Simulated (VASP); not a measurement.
OSZICAR of a VASP run on HoSi (space group Pm):

### OSZICAR
```
       N       E                     dE             d eps       ncg     rms          rms(c)
DAV:   1     0.150263708985E+03    0.15026E+03   -0.10832E+04  6605   0.134E+03
DAV:   2    -0.141354795409E+02   -0.16440E+03   -0.16253E+03  8889   0.554E+02
DAV:   3    -0.248558041942E+02   -0.10720E+02   -0.10286E+02  9953   0.916E+01
DAV:   4    -0.251167139522E+02   -0.26091E+00   -0.25804E+00  9824   0.141E+01
DAV:   5    -0.251206305444E+02   -0.39166E-02   -0.38988E-02 10056   0.185E+00    0.355E+01
DAV:   6    -0.249474254147E+02    0.17321E+00   -0.56419E-01 10192   0.619E+00    0.220E+01
DAV:   7    -0.249524587014E+02   -0.50333E-02   -0.26898E-01 10200   0.513E+00    0.839E-01
DAV:   8    -0.249439122043E+02    0.85465E-02   -0.46502E-02 10064   0.159E+00    0.384E-01
DAV:   9    -0.249438044271E+02    0.10778E-03   -0.38057E-03  9864   0.484E-01    0.255E-01
DAV:  10    -0.249437770204E+02    0.27407E-04   -0.31705E-04  9096   0.120E-01    0.108E-01
DAV:  11    -0.249437771455E+02   -0.12509E-06   -0.22201E-05  8904   0.404E-02    0.236E-02
DAV:  12    -0.249437764045E+02    0.74099E-06   -0.26970E-06  9480   0.139E-02    0.905E-03
DAV:  13    -0.249437762550E+02    0.14952E-06   -0.45398E-07  7544   0.630E-03    0.788E-04
DAV:  14    -0.249437762852E+02   -0.30155E-07   -0.48042E-08  5096   0.309E-03
   1 F= -.24943776E+02 E0= -.24943697E+02  d E =-.236360E-03
```

Task: Which electronic solver shows in the log?

Result: It is blocked Davidson (ALGO = Normal, or the opening steps of other solvers). The INCAR had ALGO = Normal.

Task: Can the final energy be trusted as converged?

Result: The calculation finished and met its thresholds. It stopped with EDIFF = 1E-7, NELM = 100 (PBEsol GGA, plane waves, VASP's PBE PAW potentials (set 64)). The 4f electrons are frozen in the core of the lanthanide potential, so 4f levels, which can set the real gap, and their magnetism are missing.

The structure comes from a computed database's HoSi entry (Cmcm); how it stands against other phases isn't given here. This cell was strained or had an atom moved on purpose.
